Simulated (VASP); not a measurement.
Input:

```
BP
1.0
    0.00000     2.27240     2.27240
    2.27240     0.00000     2.27240
    2.27240     2.27240     0.00000
B P
1 1
Direct
  0.00000   0.00000   0.00000
  0.25000   0.25000   0.25000
```

Method: TPSS meta-GGA, VASP's PBE PAW potentials (set 64) (plane waves; VASP 6.6.1). Run with 520 eV cut-off, 11×11×11 Γ-centred mesh, tetrahedra with Blöchl corrections, potentials B P.

The job: BP (zinc blende), 2 atoms, TPSS, static run, 520 eV, 11×11×11 Γ-centred mesh. Roughly how much core time does it take on a busy server core?

About 50 core-seconds (one run on a shared machine, a rough figure). It had 56 irreducible k-points, 8 bands, up to 642 plane waves and 19 electronic steps.

The compound is BP in the zinc blende structure. It was relaxed first.
